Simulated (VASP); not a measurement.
# MgCd2S3 (Cmc2_1) in VASP: relaxation of cell and atoms with PBE

Aim: the relaxation of cell and atoms of MgCd2S3 with PBE.

Everything below comes from runs of VASP 6.6.1. Logs are shortened: lines on timing, memory, paths and dates and some standing lists are left out, and cuts for length are marked.

**1. The structure**

The structure is orthorhombic, space group Cmc2_1 (No. 36). Conventional cell: a = 12.444 Å, b = 7.182 Å, c = 6.755 Å, α = 90.00°, β = 90.00°, γ = 90.00°. Around Mg (site symmetry m) lie 4 S at 2.46 to 2.47 Å. Cd (site symmetry 1) has 4 S at 2.57 to 2.58 Å as nearest neighbours. S (site symmetry 1) has 1 Mg at 2.46 Å and 3 Cd at 2.57 to 2.58 Å as nearest neighbours. S (site symmetry m) is surrounded by 2 Mg at 2.47 Å and 2 Cd at 2.58 Å.

The cell was built by a generator and needn't be a form met in nature.

**2. Relaxation of cell and atoms, PBE**

Contents of INCAR:

```
  ALGO = Normal
  EDIFF = 1E-6
  EDIFFG = -0.01
  ENCUT = 520
  GGA = PE
  IBRION = 2
  ISIF = 3
  ISMEAR = 0
  KPAR = 4
  LASPH = True
  LCHARG = False
  LREAL = False
  LWAVE = False
  NELM = 120
  NSW = 90
  PREC = Accurate
  SIGMA = 0.03
```

Contents of KPOINTS:

```
k-points
0
Gamma
  4 4 4
```

Contents of POSCAR:

```
MgCd2S3
1.0
    6.2220000000     -3.5910000000      0.0000000000
    6.2220000000      3.5910000000      0.0000000000
    0.0000000000      0.0000000000      6.7550000000
Mg Cd S
2 4 6
Direct
    0.8350041800      0.1649958200      0.5002960800
    0.1649958200      0.8350041800      0.0002960800
    0.1664956100      0.5017782600      0.4989637300
    0.8335043900      0.4982217400      0.9989637300
    0.4982217400      0.8335043900      0.4989637300
    0.5017782600      0.1664956100      0.9989637300
    0.1667009100      0.5108947200      0.8801628400
    0.8332990900      0.4891052800      0.3801628400
    0.8443330500      0.1556669500      0.8665433000
    0.1556669500      0.8443330500      0.3665433000
    0.4891052800      0.8332990900      0.8801628400
    0.5108947200      0.1667009100      0.3801628400
```

Potentials or basis: VASP PAW PBE potentials, release 64 (Mg, Cd, S).

Command:

```
cat potpaw_PBE.64/Mg/POTCAR potpaw_PBE.64/Cd/POTCAR potpaw_PBE.64/S/POTCAR > POTCAR
mpirun -np 4 vasp_std > vasp.out
```

OUTCAR:

```text
EDIFF = 1E-6
   EDIFFG = -0.01
   ENCUT = 520
   GGA = PE
   IBRION = 2
   ISIF = 3
   ISMEAR = 0
   LASPH = True
   LREAL = False
   NELM = 120
   NSW = 90
   PREC = Accurate

 ion  position               nearest neighbor table
   1  0.835  0.165  0.500-   8 2.46  12 2.46  10 2.47   9 2.47
   2  0.165  0.835  0.000-   7 2.46  11 2.46   9 2.47  10 2.47
   3  0.166  0.502  0.499-   8 2.57  12 2.57   7 2.58  10 2.58
   4  0.834  0.498  0.999-   7 2.57  11 2.57   8 2.58   9 2.58
   5  0.498  0.834  0.499-  12 2.57   8 2.57  11 2.58  10 2.58
   6  0.502  0.166  0.999-  11 2.57   7 2.57  12 2.58   9 2.58
   7  0.167  0.511  0.880-   2 2.46   4 2.57   6 2.57   3 2.58
   8  0.833  0.489  0.380-   1 2.46   3 2.57   5 2.57   4 2.58
   9  0.844  0.156  0.867-   2 2.47   1 2.47   4 2.58   6 2.58
  10  0.156  0.844  0.367-   1 2.47   2 2.47   3 2.58   5 2.58
  11  0.489  0.833  0.880-   2 2.46   6 2.57   4 2.57   5 2.58
  12  0.511  0.167  0.380-   1 2.46   5 2.57   3 2.57   6 2.58

  LATTYP: Found a base centered orthorhombic cell.
 ALAT       =     7.1820000000
 B/A-ratio  =     1.7326649958
 C/A-ratio  =     0.9405458090

  Lattice vectors:

 A1 = (  -6.2220000000,  -3.5910000000,   0.0000000000)
 A2 = (   6.2220000000,  -3.5910000000,   0.0000000000)
 A3 = (   0.0000000000,   0.0000000000,   6.7550000000)

Analysis of symmetry for initial positions (statically):
=====================================================================
 Subroutine PRICEL returns:
 Original cell was already a primitive cell.

 Routine SETGRP: Setting up the symmetry group for a
 base centered orthorhombic supercell.

 Subroutine GETGRP returns: Found  4 space group operations
 (whereof  2 operations were pure point group operations)
 out of a pool of  8 trial point group operations.

The static configuration has the point symmetry C_1h.
 The point group associated with its full space group is C_2v.

Analysis of symmetry for dynamics (positions and initial velocities):
=====================================================================
 Subroutine PRICEL returns:
 Original cell was already a primitive cell.

 Routine SETGRP: Setting up the symmetry group for a
 base centered orthorhombic supercell.

 Subroutine GETGRP returns: Found  4 space group operations
 (whereof  2 operations were pure point group operations)
 out of a pool of  8 trial point group operations.

The dynamic configuration has the point symmetry C_1h.
 The point group associated with its full space group is C_2v.

 Subroutine INISYM returns: Found  4 space group operations
 (whereof  2 operations are pure point group operations),
 and found     1 'primitive' translations

----------------------------------------------------------------------------------------

                                     Primitive cell
[... 105 lines left out ...]
   ENCUT  =  520.0 eV  38.22 Ry    6.18 a.u.  13.36 13.36 12.56*2*pi/ulx,y,z
   NELM   =    120;   NELMIN=  2; NELMDL= -5     # of ELM steps
   EDIFF  = 0.1E-05   stopping-criterion for ELM
   LREAL  =      F    real-space projection
   EDIFFG = -.1E-01   stopping-criterion for IOM
   NSW    =     90    number of steps for IOM
   IBRION =      2    ionic relax: 0-MD 1-quasi-New 2-CG
   NFREE  =      1    steps in history (QN), initial steepest desc. (CG)
   ISIF   =      3    stress and relaxation
   ISYM   =      2    0-nonsym 1-usesym 2-fastsym
   POTIM  = 0.5000    time-step for ionic-motion
   TEBEG  =    0.0;   TEEND  =   0.0 temperature during run
   PSTRESS=    0.0 pullay stress
   NELECT =      88.0000    total number of electrons
   NUPDOWN=      -1.0000    fix difference up-down
   EMIN   =  10.00;   EMAX   =-10.00  energy-range for DOS
   EFERMI =   0.00;   METHOD = LEGACY
   ISMEAR =     0;   SIGMA  =   0.03  broadening in eV -4-tet -1-fermi 0-gaus
   EFERMI_NEDOS =   21; number of points for ismear=-14 and -15
   IALGO  =     38    algorithm
   IMIX   =      4    mixing-type and parameters
     AMIX     =   0.40;   BMIX     =  1.00
     AMIX_MAG =   1.60;   BMIX_MAG =  1.00
  volume/ion in A,a.u.               =      25.15       169.75
  Fermi-wavevector in a.u.,A,eV,Ry     =   1.085514  2.051324 16.032301  1.178341
  Thomas-Fermi vector in A             =   2.221629
   LORBIT       =      0    0 simple, 1 ext, 2 COOP (PROOUT), +10 PAW based schemes
   GGA     = PE    functional components
   LHFCALC =     F    Hartree Fock is set to
   AEXX    =    0.0000 exact exchange contribution
   IVDW    =     0    specifies the selected vdW correction
   LEPSILON=     F    determine dielectric tensor
   LRPA    =     F    only Hartree local field effects (RPA)
 conjugate gradient relaxation of ions
 non-spin polarized calculation
 Gauss-broadening in eV      SIGMA  =   0.03
  energy-cutoff  :      520.00
  volume of cell :      301.86
 maximum number of plane-waves:      8167
 NGX is ok and might be reduce to    54
   NGX = 27   NGY = 27   NGZ = 25

--------------------------------------- Ionic step        1  -------------------------------------------

 number of electron      87.9999985 magnetization

 Free energy of the ion-electron system (eV)
  ---------------------------------------------------
  ext. energy  EPLUGINS =         0.00000000
  ---------------------------------------------------
  free energy    TOTEN  =       -41.56261575 eV

  energy without entropy =      -41.56261575  energy(sigma->0) =      -41.56261575

------------------------ aborting loop because EDIFF is reached ----------------------------------------

  FORCE on cell =-STRESS in cart. coord.  units (eV):
  Direction    XX          YY          ZZ          XY          YZ          ZX
  --------------------------------------------------------------------------------------
  -------------------------------------------------------------------------------------
  Total       -0.3124543     -0.3527726     -0.4160366      0.0000000      0.0000000      0.0000000
  in kB       -1.6584268     -1.8724258     -2.2082151      0.0000000      0.0000000      0.0000000
  external PRESSURE =      -1.9130225 kB  Pullay stress =       0.0000000 kB
[... 309 lines left out ...]
--------------------------------------- Ionic step        8  -------------------------------------------

 number of electron      87.9999996 magnetization

 Free energy of the ion-electron system (eV)
  ---------------------------------------------------
  ext. energy  EPLUGINS =         0.00000000
  ---------------------------------------------------
  free energy    TOTEN  =       -41.56555565 eV

  energy without entropy =      -41.56555565  energy(sigma->0) =      -41.56555565

 E-fermi :   1.0317     XC(G=0):  -8.7375

 val. band max:        0.9001732339   @ k =   0.0000   0.0000   0.0000
 cond. band min:       2.7250241147   @ k =   0.0000   0.0000   0.0000
 fundamental gap:      1.8248508808
 Fermi energy:         1.0316606466

 k-point     1 :       0.0000    0.0000    0.0000
  band No.  band energies     occupation
      1     -10.8828      2.00000
      2     -10.4418      2.00000
      3     -10.3430      2.00000
      4     -10.3422      2.00000
      5     -10.2803      2.00000
      6     -10.2519      2.00000
[... 1183 lines left out ...]
  FREE ENERGIE OF THE ION-ELECTRON SYSTEM (eV)
  ---------------------------------------------------
  free  energy   TOTEN  =       -41.5655556490 eV

  energy  without entropy=      -41.5655556490  energy(sigma->0) =      -41.56555565

 reached required accuracy - stopping structural energy minimisation
```

Run time: 5.1 min. Hardware: 4 MPI ranks of Intel Xeon 6975P-C (Granite Rapids), shared host; peak memory 0.58 GiB.

Results:

| Quantity | Value |
| --- | --- |
| Free energy | -41.5656 eV |
| Relaxed volume | 25.05 Å³/atom |
| Relaxed cell | a = 7.179 Å, b = 7.179 Å, c = 6.736 Å, α = 90.00°, β = 90.00°, γ = 60.00° |
| Space group after relaxing (to 0.05 Å) | Cmc2_1 (No. 36) |
| Energy gained by relaxing | 0.2 meV/atom |
| Ionic steps | 8 |
| Pressure after relaxing | 0.0 GPa |
| Largest force after relaxing | 0.009 eV/Å |
| Band gap on the k mesh | 1.82 eV, direct |

Forces in eV/Å, atoms in the order of the input:
```
Mg   0.000  0.005 -0.006
Mg   0.000 -0.005 -0.006
Cd  -0.002 -0.003  0.003
Cd   0.002  0.003  0.003
Cd   0.002 -0.003  0.003
Cd  -0.002  0.003  0.003
S   -0.006 -0.007  0.003
S    0.006  0.007  0.003
S    0.000 -0.003 -0.005
S    0.000  0.003 -0.005
S    0.006 -0.007  0.003
S   -0.006  0.007  0.003
```

The path:
```
step  energy change (eV)  largest force (eV/Å)  pressure (GPa)  volume (Å³)
   1              0.0000                0.0690           -0.19       301.86
   2             -0.0019                0.0433            0.04       300.55
   3             -0.0019                0.0389            0.10       300.25
   4             -0.0026                0.0206            0.04       300.57
   5             -0.0028                0.0182           -0.02       300.87
   6             -0.0028                0.0160           -0.01       300.83
   7             -0.0029                0.0133            0.00       300.78
   8             -0.0029                0.0094            0.02       300.65
```

Final structure:
```xyz
12
Lattice="6.2173 -3.5893 0.0000 6.2173 3.5893 0.0000 0.0000 0.0000 6.7364" Properties=species:S:1:pos:R:3 pbc="T T T"
Mg    6.2173   -2.4137    3.3691
Mg    6.2173    2.4137    0.0009
Cd    4.1641    1.2092    3.3577
Cd    8.2706   -1.2092    6.7259
Cd    8.2706    1.2092    3.3577
Cd    4.1641   -1.2092    6.7259
S     4.2104    1.2340    5.9335
S     8.2242   -1.2340    2.5653
S     6.2173   -2.4716    5.8367
S     6.2173    2.4716    2.4685
S     8.2242    1.2340    5.9335
S     4.2104   -1.2340    2.5653
```
